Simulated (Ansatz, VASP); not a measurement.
# Pt (Pt slab, plane (2, 2, 1)) in two plane-wave programs

Aim: how closely do two programs agree when they are given the same cell, functional and k mesh? Of the first pair: The structure shown is the start of the Ansatz relaxation below; VASP solves that cell, so the two are compared at the walk's first step.

Method: plane waves, with VASP 6.6.1 beside it; PBE, in Ansatz 0.2.0.

### Step 1. The structure

The cell holds 30 atoms: 30 Pt. Its edges and angles: a = 2.773 Å, b = 8.319 Å, c = 29.955 Å, α = 90.0°, β = 90.0°, γ = 90.0°. Vacuum lies along c.

### Step 2. Ansatz: relaxation, PBE

Ansatz runs on its PAW soft_1 files.

The two programs are compared at the cell with which this relaxation starts, whose forces are those of its first step.

Input file input.yaml:

```yaml
crystal:
  lattice:
    - [2.7731313745, 0.0, 0.0]
    - [0.0, 8.3193941234, 0.0]
    - [0.0, 0.0, 29.9553666657]
  atoms:
    - { symbol: Pt, position: [0.5000000005, 0.9444444446, 0.1669149991] }
    - { symbol: Pt, position: [5.0e-10, 0.2222222224, 0.1887352405] }
    - { symbol: Pt, position: [0.5000000005, 0.5000000002, 0.210555482] }
    - { symbol: Pt, position: [5.0e-10, 0.777777778, 0.2323757234] }
    - { symbol: Pt, position: [0.5000000005, 0.0555555557, 0.2541959649] }
    - { symbol: Pt, position: [4.0e-10, 0.3333333335, 0.2760162063] }
    - { symbol: Pt, position: [0.5000000004, 0.6111111113, 0.2978364478] }
    - { symbol: Pt, position: [4.0e-10, 0.888888889, 0.3196566892] }
    - { symbol: Pt, position: [0.5000000004, 0.1666666668, 0.3414769307] }
    - { symbol: Pt, position: [4.0e-10, 0.4444444446, 0.3632971721] }
    - { symbol: Pt, position: [0.5000000003, 0.7222222223, 0.3851174136] }
    - { symbol: Pt, position: [3.0e-10, 1.0e-10, 0.406937655] }
    - { symbol: Pt, position: [0.5000000003, 0.2777777779, 0.4287578965] }
    - { symbol: Pt, position: [3.0e-10, 0.5555555557, 0.4505781379] }
    - { symbol: Pt, position: [0.5000000003, 0.8333333334, 0.4723983794] }
    - { symbol: Pt, position: [3.0e-10, 0.1111111112, 0.4942186208] }
    - { symbol: Pt, position: [0.5000000002, 0.388888889, 0.5160388623] }
    - { symbol: Pt, position: [2.0e-10, 0.6666666667, 0.5378591037] }
    - { symbol: Pt, position: [0.5000000002, 0.9444444445, 0.5596793452] }
    - { symbol: Pt, position: [2.0e-10, 0.2222222223, 0.5814995866] }
    - { symbol: Pt, position: [0.5000000002, 0.5000000001, 0.6033198281] }
    - { symbol: Pt, position: [1.0e-10, 0.7777777778, 0.6251400695] }
    - { symbol: Pt, position: [0.5000000001, 0.0555555556, 0.6469603109] }
    - { symbol: Pt, position: [1.0e-10, 0.3333333334, 0.6687805524] }
    - { symbol: Pt, position: [0.5000000001, 0.6111111111, 0.6906007938] }
    - { symbol: Pt, position: [1.0e-10, 0.8888888889, 0.7124210353] }
    - { symbol: Pt, position: [0.5000000001, 0.1666666667, 0.7342412767] }
    - { symbol: Pt, position: [0.0, 0.4444444445, 0.7560615182] }
    - { symbol: Pt, position: [0.5, 0.7222222222, 0.7778817596] }
    - { symbol: Pt, position: [0.0, 0.0, 0.7997020011] }
kpoints:
  mp_grid: { grid: [8, 3, 1] }
hamiltonian:
  xc: pbe
  pseudopotentials: { kind: paw, azcp: { folder: soft_1 } }
scf:
  occupations: { method: fermi_dirac, width: 0.1 }
relax:
  f_tol: 0.03
  max_steps: 80
  constraints: [{ sites: [0, 1, 2, 3, 4] }]
```

The run is started by

```
$ ansatz run input.yaml --threads 4 --pin off --max-ram 15360MiB --backend cpu --events-out ev --progress --plain --runs-dir out
```

Numbers of over 12 decimals in the logs are rounded to 6 here.

The program printed:

```text
Warning: crystal.symmetry: narrowed to the stabiliser of the relax constraints — unitary ops 4 → 2; lowered at sites 0, 1, 2, 3, 4, 25, 26, 27, 28, 29 (the operations that carried what is held of a site onto what its image site leaves free; the constrained walk keeps no symmetry that its constraints do not admit)
Engine: ansatz 0.2.0, aarch64-unknown-linux-gnu
Pseudopotentials: kind: paw
Pseudopotential: Pt, paw, valence charge 18, recommended cutoff 420 eV (normal), soft_1/Pt.paw.azcp
Functional definition: PBE
  parameter kappa = 0.804
  parameter beta = 0.066725
  exchange = pbe_x(kappa = kappa, mu = beta*pi^2/3)
  correlation = pbe_c(beta = beta)
Crystal: 30 atoms, lattice volume = 691.093 Å³
Basis set: ecut = 420 eV, 13555 PW (Γ), exchange–correlation on 40×120×432 points (8 copies of the dense FFT grid, shifted against one another)
Bands: 324, of which v1, the nominal top of the filled ones, is band 270 counted from 1 (269 counted from 0)
Symmetry: 2 space group operations
k-points: 10 of 24 (time reversal used)
Non-local potential: Pt, projectors of the file, l = 0: 3, l = 1: 2, l = 2: 2, l = 3: 1
PAW form: soft (Blöchl's): semilocal exchange-correlation on the pseudo side does not see the compensation charge
PAW one-centre angular grid: Pt, 590 points (default); XC on 64 Gauss nodes
Initial density: superposition of atomic densities (neutral atoms: chi_scale 0, normalization atom)
Initial wavefunctions: pseudopotential atomic-orbital guess
Functional: x = pbe(κ = 0.804, μ = 0.219515), c = pbe(β = 0.066725)
SCF iter   1: F=—  HF=-375746.754854 eV  |F-HF|=—  |Δ(HF+E_count)|=         —  Δρ=7.21e-2  dr2=7.55e1  ethr=3.10e-3  ⟨swp⟩=6.1  Hψ=11958  notcnv=0  defer=83
preconditioner: auto → LDOS  [metal: Δε(μ)=0.002 eV  Ē_g=7.769 eV  σ=0.100 eV  W_gap=0.00  n_scr=208 (ndim 8)  ℏωp=24.5 eV  f_vac=0.313  D(μ)=50.45/eV (n_scr^D=576)  β→1.0]
SCF iter   2: F=—  HF=-375744.531074 eV  |F-HF|=—  |Δ(HF+E_count)|=    2.22e0  Δρ=5.94e-2  dr2=2.60e1  ethr=3.10e-3  ⟨swp⟩=3.0  Hψ=7852  notcnv=0  defer=266
SCF iter   3: F=—  HF=-375736.931181 eV  |F-HF|=—  |Δ(HF+E_count)|=    7.60e0  Δρ=1.18e-2  dr2=2.85e0  ethr=3.10e-3  ⟨swp⟩=2.0  Hψ=6083  notcnv=0  defer=288
SCF iter   4: F=—  HF=-375736.619554 eV  |F-HF|=—  |Δ(HF+E_count)|=   3.12e-1  Δρ=2.97e-3  dr2=2.35e-1  ethr=5.28e-4  ⟨swp⟩=2.4  Hψ=5171  notcnv=0  defer=286
SCF iter   5: F=—  HF=-375736.586441 eV  |F-HF|=—  |Δ(HF+E_count)|=   3.31e-2  Δρ=1.08e-3  dr2=2.90e-2  ethr=4.34e-5  ⟨swp⟩=2.3  Hψ=4631  notcnv=0  defer=286
SCF iter   6: F=—  HF=-375736.585230 eV  |F-HF|=—  |Δ(HF+E_count)|=   1.21e-3  Δρ=5.23e-4  dr2=6.83e-3  ethr=5.37e-6  ⟨swp⟩=2.0  Hψ=4440  notcnv=0  defer=286
SCF iter   7: F=—  HF=-375736.584751 eV  |F-HF|=—  |Δ(HF+E_count)|=   4.79e-4  Δρ=2.55e-4  dr2=1.50e-3  ethr=1.26e-6  ⟨swp⟩=1.5  Hψ=3368  notcnv=0  defer=286
SCF iter   8: F=—  HF=-375736.584773 eV  |F-HF|=—  |Δ(HF+E_count)|=   2.21e-5  Δρ=1.22e-4  dr2=2.20e-4  ethr=2.78e-7  ⟨swp⟩=2.0  Hψ=4478  notcnv=0  defer=286
SCF iter   9: F=—  HF=-375736.584725 eV  |F-HF|=—  |Δ(HF+E_count)|=   4.80e-5  Δρ=3.44e-5  dr2=2.61e-5  ethr=4.08e-8  ⟨swp⟩=3.2  Hψ=5598  notcnv=0  defer=286
SCF iter  10: F=-375736.584716 eV  HF=-375736.584724 eV  |F-HF|=7.68e-6  |Δ(HF+E_count)|=   1.05e-6  Δρ=2.16e-5  dr2=8.31e-6  ethr=4.17e-9  ⟨swp⟩=3.9  Hψ=8943  notcnv=0
SCF 1 converged in 10 iterations: F = -375736.584716 eV  dr2 = 8.31e-6
  greatest PAW one-centre occupation: 1.000 electrons in one spin orbital (limit 2), on the Pt atom at site 8 (counted from 0), in its partial waves of l = 0
relax step   1: F+E_penalty+E_count = -375736.58471644 eV  Δ(F+E_penalty+E_count) = +0.000e0 eV  max|allowed force component| = 1.054e0 eV/Å  Δτ_max = 0.0000 Å  (10 SCF iters, dr2 threshold 2.25e-5 eV, accepted)
[...]
relax step   5: F+E_penalty+E_count = -375737.07672080 eV  Δ(F+E_penalty+E_count) = -5.165e-3 eV  max|allowed force component| = 3.304e-2 eV/Å  Δτ_max = 0.0651 Å  (10 SCF iters, accepted)
[...]
relax step   6: F+E_penalty+E_count = -375737.07899431 eV  Δ(F+E_penalty+E_count) = -2.274e-3 eV  max|allowed force component| = 1.443e-2 eV/Å  Δτ_max = 0.0594 Å  (9 SCF iters, accepted)
[...]
relax step   7: F+E_penalty+E_count = -375737.07968310 eV  Δ(F+E_penalty+E_count) = -6.888e-4 eV  max|allowed force component| = 5.126e-3 eV/Å  Δτ_max = 0.0394 Å  (8 SCF iters, accepted)
SCF converged after 8 iterations
Free energy (F): -375737.079683 eV
Harris-Foulkes:  -375737.079683 eV  (|F-HF|=4.89e-8)
Internal energy: -375735.342544 eV  (E = F + TS)
E sigma→0 (E₀):  -375736.211113 eV
Entropy (-TS):   -1.737139 eV (-57.905 meV/atom)
Fermi energy:    13.350839 eV
--- Per-component energies (eV) ---
  E_band       = -9136.753118
  E_kinetic    = 17884.357033
  E_local      = -653981.747365  (includes V_loc(G=0)·N_el)
  E_nonlocal   = 6114.059925
  E_hartree    = 319246.105785
  E_xc         = -6956.725426
  E_vxc        = -8123.242669  (∫ρ·V_xc dr)
  E_paw        = -284513.467589  (= ΣΔE_a)
  E_vpaw       = -9522.392827  (= ΣTr[D̂ρ^β])
  E_aug_tail   = 0.033972  (compensation charges beyond the density's cutoff)
  E_ewald      = 226472.041121
  E_smearing   = -1.737139  (= −TS)
  E_closure    = -0.000000  (closes the sum)
  Σ components = -375737.079683   (vs F -375737.079683, Δ=0.00e0)
--- Forces (eV/Å), atoms counted from 1 ---
  atom   1  Pt     0.00000000     0.33477205     0.42354005
  atom   2  Pt    -0.00000000     0.34427282    -0.22322828
  atom   3  Pt    -0.00000000    -0.26716773    -0.14221127
  atom   4  Pt    -0.00000000    -0.53681329    -0.65461035
  atom   5  Pt     0.00000000     0.12087246     0.61784631
  atom   6  Pt    -0.00000000    -0.00023436    -0.00249453
  atom   7  Pt    -0.00000000     0.00108732    -0.00180783
  atom   8  Pt    -0.00000000     0.00011277    -0.00239240
  atom   9  Pt    -0.00000000    -0.00133539    -0.00197140
  atom  10  Pt     0.00000000    -0.00025797    -0.00069828
  atom  11  Pt     0.00000000    -0.00035186     0.00192017
  atom  12  Pt     0.00000000     0.00158429    -0.00058747
  atom  13  Pt    -0.00000000     0.00092196    -0.00102996
  atom  14  Pt    -0.00000000    -0.00067041     0.00117513
  atom  15  Pt    -0.00000000    -0.00056767     0.00036490
  atom  16  Pt    -0.00000000     0.00059024    -0.00054241
  atom  17  Pt     0.00000000    -0.00008516    -0.00133456
  atom  18  Pt     0.00000000    -0.00005122     0.00070659
  atom  19  Pt    -0.00000000     0.00049330    -0.00009871
  atom  20  Pt    -0.00000000    -0.00289033    -0.00378060
  atom  21  Pt    -0.00000000     0.00061184    -0.00114506
  atom  22  Pt     0.00000000     0.00388620    -0.00088166
  atom  23  Pt     0.00000000    -0.00073881    -0.00334799
  atom  24  Pt     0.00000000    -0.00044358     0.00078262
  atom  25  Pt     0.00000000     0.00029394     0.00229709
  atom  26  Pt    -0.00000000     0.00176443    -0.00163957
  atom  27  Pt    -0.00000000     0.00225515    -0.00512649
  atom  28  Pt    -0.00000000    -0.00136132    -0.00160342
  atom  29  Pt    -0.00000000    -0.00115328     0.00128963
  atom  30  Pt     0.00000000     0.00070062     0.00064813
  max |Σ_I F_I| component: 9.70e-5 eV/Å
--- Relaxed structure (7 steps of the walk, 7 accepted, 0 SCFs on fresh bases) ---
  F+E_penalty+E_count = -375737.07968310 eV   max|allowed force component| = 5.126e-3 eV/Å
  atoms:
    - { symbol: Pt, position: [0.5, 0.944444, 0.166915] }
    - { symbol: Pt, position: [-5.240223456820064e-18, 0.222222, 0.188735] }
    - { symbol: Pt, position: [0.5, 0.500000, 0.210555] }
    - { symbol: Pt, position: [-5.240223456820064e-18, 0.777778, 0.232376] }
    - { symbol: Pt, position: [0.5, 0.055556, 0.254196] }
    - { symbol: Pt, position: [-2.020713266594422e-18, 0.337772, 0.278701] }
    - { symbol: Pt, position: [0.5, 0.619113, 0.300426] }
    - { symbol: Pt, position: [-1.607872578109758e-18, 0.897920, 0.322686] }
    - { symbol: Pt, position: [0.5, 0.175545, 0.344824] }
    - { symbol: Pt, position: [0, 0.455610, 0.367707] }
    - { symbol: Pt, position: [0.5, 0.735376, 0.390029] }
    - { symbol: Pt, position: [1.4605962989828922e-18, 0.014536, 0.412525] }
    - { symbol: Pt, position: [0.5, 0.292780, 0.434975] }
    - { symbol: Pt, position: [3.044416896544007e-18, 0.570903, 0.457486] }
    - { symbol: Pt, position: [0.5, 0.849029, 0.479739] }
    - { symbol: Pt, position: [4.301699817025511e-18, 0.128375, 0.502175] }
    - { symbol: Pt, position: [0.5, 0.406909, 0.525212] }
    - { symbol: Pt, position: [6.583915118050577e-18, 0.684853, 0.547719] }
    - { symbol: Pt, position: [0.5, 0.963712, 0.569153] }
    - { symbol: Pt, position: [7.51098452433416e-18, 0.242529, 0.592132] }
    - { symbol: Pt, position: [0.5, 0.520104, 0.615288] }
    - { symbol: Pt, position: [8.844342974190726e-18, 0.802245, 0.636884] }
    - { symbol: Pt, position: [0.5, 0.083812, 0.658977] }
    - { symbol: Pt, position: [1.2664505354023575e-17, 0.355823, 0.683710] }
    - { symbol: Pt, position: [0.5, 0.634296, 0.703549] }
    - { symbol: Pt, position: [8.605422179846645e-18, 0.919147, 0.723966] }
    - { symbol: Pt, position: [0.5, 0.204022, 0.754102] }
    - { symbol: Pt, position: [1.6573244831666144e-17, 0.475106, 0.774251] }
    - { symbol: Pt, position: [0.5, 0.741438, 0.792969] }
    - { symbol: Pt, position: [8.282024005438923e-18, 0.011434, 0.810977] }
```

The column dr2 measures how far the density is from self-consistency, as an energy; F and HF (Harris–Foulkes) agree once it is small.

(Continued in part 2 of 3.)

[Lines on the potential files, build, host, timing and source positions are cut from VASP's logs without a mark.]

[Logs are printed without paths, hosts, clocks, repeated set-up lines and the standing remarks that a program may print on its own settings, such as how far it seeks lower states.]

[Hosts, paths, dates, database ids (printed as entryN), source tags and the programs' standing remarks are cut or masked in the printed files.]
